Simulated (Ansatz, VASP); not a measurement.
# One calculation of RbZn, two programs

```
Rb Zn
1.0
     0.00000    4.11785    4.11785
     4.11785    0.00000    4.11785
     4.11785    4.11785    0.00000
Rb Zn
1 1
Cartesian
  0.0000 0.0000 0.0000
  2.0589 2.0589 2.0589
```

Alike in both runs: functional PBE; k mesh 12 × 12 × 12; occupations gaussian, width 0.1 eV; no spin polarisation.

Ansatz relaxed the structure, and its values are those at the end. VASP's run is a single point on that final structure, the one shown.

|  | VASP | Ansatz |
| --- | --- | --- |
| version | VASP 6.6.1 | Ansatz 0.2.0 |
| potentials or method | VASP PAW PBE potentials, release 64 (Rb_sv, Zn) | scalar-relativistic, plane waves, PAW |
| plane-wave cutoff (eV) | 520 | 420 |
| valence electrons in the cell | 21 | 21 |

|  | VASP | Ansatz | Ansatz less VASP |
| --- | --- | --- | --- |
| gap on the k mesh at the Fermi level (eV) | none | none | - |
| pressure (GPa) | 0.0 | 0.0 | 0.00 |

A gap of «none» marks a metal or a gap that the smearing closes.
